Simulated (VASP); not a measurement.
Consider the following.

```xyz
2
Lattice="0.0000 2.3888 2.3888 2.3888 0.0000 2.3888 2.3888 2.3888 0.0000" Properties=species:S:1:pos:R:3 pbc="T T T"
B      0.0000     0.0000    -0.1000
As     1.1944     1.1944     1.1944
```

All values below come from PBEsol GGA, VASP's PBE PAW potentials (set 64) (plane waves; VASP 6.6.1). Run with 600 eV cut-off, 10×10×10 Γ-centred mesh, Gaussian smearing of 0.050 eV, potentials B As.

### Question
Predict the energy per atom (σ→0), largest force.

### Answer

```yaml
energy per atom (σ→0): -6.061 eV/atom
largest_force: 1.643 eV/Å
```

The compound is BAs in the zinc blende structure. This cell was strained or had an atom moved on purpose.
